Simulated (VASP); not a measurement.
A calculation with VASP 6.6.1 of LaPb2 (ASE script, structure typed inline):

The input run.py:

```python
from ase import Atoms
from ase.calculators.vasp import Vasp
from ase.dft.bandgap import bandgap

atoms = Atoms(
    ['Pb', 'Pb', 'La'],
    cell=[[-2.066343, 2.066343, 5.63845], [2.066343, -2.066343, 5.63845], [2.066343, 2.066343, -5.63845]],
    scaled_positions=[[0.6863945, 0.6863945, 0.0], [0.3136055, 0.3136055, 0.0], [0.0, 0.0, 0.0]],
    pbc=True,
)
calc = Vasp(
    directory='calc',
    xc='pbe',
    pp='PBE',
    setups='recommended',
    prec='Accurate',
    encut=520,
    ediff=1e-06,
    ismear=0,
    sigma=0.02,
    lreal=False,
    lasph=True,
    nelm=60,
    algo='Normal',
    isif=2,
    lwave=False,
    lcharg=False,
    kpts=[9, 9, 9],
    gamma=True,
    nbands=26,
)
atoms.calc = calc

print('energy (eV):', atoms.get_potential_energy())
print('free energy (eV):', atoms.get_potential_energy(force_consistent=True))
print('forces (eV/A):')
print(atoms.get_forces())
print('stress (eV/A^3, Voigt):', atoms.get_stress())
print('Fermi level (eV):', calc.get_fermi_level())
gap, top, bottom = bandgap(calc)
print('band gap (eV):', gap, 'from (spin, k, band)', top, 'to', bottom)
```

Potentials or basis: VASP PAW PBE potentials, release 64 (Pb_d, La).

The run is started by

```bash
$ python run.py
```

The cell comes from a database or a generator and needn't be the stable form of this composition.

Question: Write the same calculation in another form: native input, structure from a POSCAR.

Answer: As run:

INCAR

```
PREC     = Accurate       # precision mode
ENCUT    = 520            # plane-wave cutoff, eV
EDIFF    = 1E-6           # SCF threshold, eV
ISMEAR   = 0              # smearing method
SIGMA    = 0.02           # smearing width, eV
LREAL    = False          # projectors in reciprocal space
LASPH    = True           # aspherical terms in the spheres
NELM     = 80             # most SCF steps
ALGO     = Normal         # electronic algorithm
ISIF     = 2              # what is computed and relaxed
LWAVE    = False          # write WAVECAR
LCHARG   = True           # write CHGCAR
GGA      = PE             # functional
LELF     = True           # ELF
LVHAR    = True         
NBANDS   = 26             # bands
```

The input KPOINTS:

```
regular mesh
0
Gamma
  9 9 9
```

POSCAR

```
LaPb2
6.3507
   -0.325372478624      0.325372478624      0.887847008991
    0.325372478624     -0.325372478624      0.887847008991
    0.325372478624      0.325372478624     -0.887847008991
Pb La
2 1
Direct
    0.6863945000      0.6863945000      0.0000000000
    0.3136055000      0.3136055000      0.0000000000
    0.0000000000      0.0000000000      0.0000000000
```

Potentials or basis: VASP PAW PBE potentials, release 64 (Pb_d, La).

Command:

```sh
$ cat potpaw_PBE.64/Pb_d/POTCAR potpaw_PBE.64/La/POTCAR > POTCAR
$ mpirun -np 1 vasp_std > vasp.out
```

Both were run:

|  | ASE script, structure typed inline | native input, structure from a POSCAR |
| --- | --- | --- |
| Pressure | 0.0 GPa | 0.0 GPa |
| Largest force | 0.067 eV/Å | 0.067 eV/Å |
| Band gap on the k mesh | none (metal or under the smearing width) | none (metal or under the smearing width) |

Keys that steer only the numerical path or the files written may differ.
